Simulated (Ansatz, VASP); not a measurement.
**One calculation of ScPd, two programs**

```
Sc Pd
1.0
     3.28300    0.00000    0.00000
     0.00000    3.28300    0.00000
     0.00000    0.00000    3.34866
Sc Pd
1 1
Direct
  0.50000 0.50000 0.50000
  0.00000 0.00000 0.00000
```

Change from the starting cell: zz strain of +2 %.

Alike in both runs: task single point; functional PBEsol; k mesh 12 × 12 × 12; occupations fermi-dirac, width 0.05 eV; no spin polarisation.

|  | VASP | Ansatz |
| --- | --- | --- |
| version | VASP 6.6.1 | Ansatz 0.2.0 |
| potentials or method | VASP PAW PBE potentials, release 64 (Sc_sv, Pd), cutoff 520 eV | all-electron LAPW, scalar-relativistic |

VASP gave:

```
pressure (GPa)                                  : -3.8
largest component of the traceless stress (GPa) : 0.94
```

Q: Estimate Ansatz's values.

A: Pressure (GPa): -3.9; largest component of the traceless stress (GPa): 0.93.

Ansatz ran all-electron here, so the differences hold the error of VASP's frozen core and of both bases.

Caveats: the PAW data sets were made with another functional, which shifts forces and pressure a little (VASP).
